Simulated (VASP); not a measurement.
All values below come from PBE GGA with D3 dispersion (Becke-Johnson damping), VASP's PBE PAW potentials (set 64) (plane waves; VASP 6.6.1).

A VASP calculation is set up with these files.

POSCAR:
```
Cd
1
    1.4955068940    -2.5902942235     0.0000000000
    1.4955068940     2.5902942235     0.0000000000
    0.0000000000     0.0000000000     5.5173380830
Cd
2
Direct
  0.3333330000   0.6666670000   0.2500000000
  0.6666670000   0.3333330000   0.7500000000
```

### INCAR
```
SYSTEM = Cd
PREC = Accurate
ENCUT = 520
EDIFF = 1E-7
NELM = 100
ALGO = Normal
LREAL = .FALSE.
LASPH = .TRUE.
ISMEAR = -5
GGA = PE
IVDW = 12
LMAXMIX = 4
LWAVE = .FALSE.
LCHARG = .TRUE.
LORBIT = 11
NEDOS = 601
ISIF = 2
```

KPOINTS:
```
Automatic mesh
0
Gamma
16 16 8
0 0 0
```

POTCAR, in this order: Cd (PBE.64 set). Program: vasp_std.

The resulting files:

**OSZICAR**
```
       N       E                     dE             d eps       ncg     rms          rms(c)
DAV:   1     0.166508639063E+03    0.16651E+03   -0.13473E+04  4808   0.151E+03
DAV:   2     0.175860662673E+01   -0.16475E+03   -0.16191E+03  4928   0.374E+02
DAV:   3    -0.156394448070E+01   -0.33226E+01   -0.33189E+01  5960   0.633E+01
DAV:   4    -0.156777297961E+01   -0.38285E-02   -0.38289E-02  5560   0.189E+00
DAV:   5    -0.156778357358E+01   -0.10594E-04   -0.10601E-04  6032   0.937E-02    0.466E+00
DAV:   6    -0.146784374056E+01    0.99940E-01   -0.29323E-01  5144   0.712E+00    0.367E+00
DAV:   7    -0.146306740598E+01    0.47763E-02   -0.33343E-02  5552   0.193E+00    0.168E+00
DAV:   8    -0.146333758526E+01   -0.27018E-03   -0.36422E-03  5288   0.875E-01    0.933E-02
DAV:   9    -0.146337231969E+01   -0.34734E-04   -0.22313E-05  6224   0.576E-02    0.380E-02
DAV:  10    -0.146341179300E+01   -0.39473E-04   -0.34596E-05  5280   0.663E-02    0.379E-03
DAV:  11    -0.146341192660E+01   -0.13360E-06   -0.40901E-08  4928   0.228E-03    0.167E-03
DAV:  12    -0.146341203318E+01   -0.10658E-06   -0.17629E-08  3168   0.123E-03    0.339E-04
DAV:  13    -0.146341204077E+01   -0.75856E-08   -0.61747E-10  2928   0.289E-04
   1 F= -.23594725E+01 E0= -.23594725E+01  d E =0.000000E+00
```

File OUTCAR:
```
------------------------ aborting loop because EDIFF is reached ----------------------------------------
 Edisp (eV)   -0.89606
  FORCE on cell =-STRESS in cart. coord.  units (eV):
  Direction    XX          YY          ZZ          XY          YZ          ZX
  --------------------------------------------------------------------------------------
  Total       0.08046     0.08046    -0.07535     0.00000     0.00000     0.00000
  in kB       3.01566     3.01566    -2.82420     0.00000     0.00000     0.00000
  external pressure =        1.07 kB  Pullay stress =        0.00 kB
  volume of cell :       42.75
      direct lattice vectors                 reciprocal lattice vectors
     1.495506894 -2.590294223  0.000000000     0.334334801 -0.193028265  0.000000000
     1.495506894  2.590294223  0.000000000     0.334334801  0.193028265  0.000000000
     0.000000000  0.000000000  5.517338083     0.000000000  0.000000000  0.181246823
 POSITION                                       TOTAL-FORCE (eV/Angst)
 -----------------------------------------------------------------------------------
      1.49551      0.86343      1.37933         0.000000      0.000000      0.000000
      1.49551     -0.86343      4.13800         0.000000     -0.000000      0.000000
 -----------------------------------------------------------------------------------
    total drift:                               -0.000000      0.000194      0.000002
  FREE ENERGIE OF THE ION-ELECTRON SYSTEM (eV)
  ---------------------------------------------------
  free  energy   TOTEN  =        -2.3594724793 eV

  energy  without entropy=       -2.3594724793  energy(sigma->0) =       -2.35947248

 total charge

# of ion       s       p       d       tot
------------------------------------------
    1        0.524   0.313   9.485  10.322
    2        0.524   0.313   9.485  10.322
--------------------------------------------------
tot          1.048   0.626  18.969  20.644
```
(Selected blocks of OUTCAR.)

For a metal the tetrahedron method with Blöchl corrections gives inexact stress and forces.

The compound is Cd in the hcp structure. It was relaxed first.
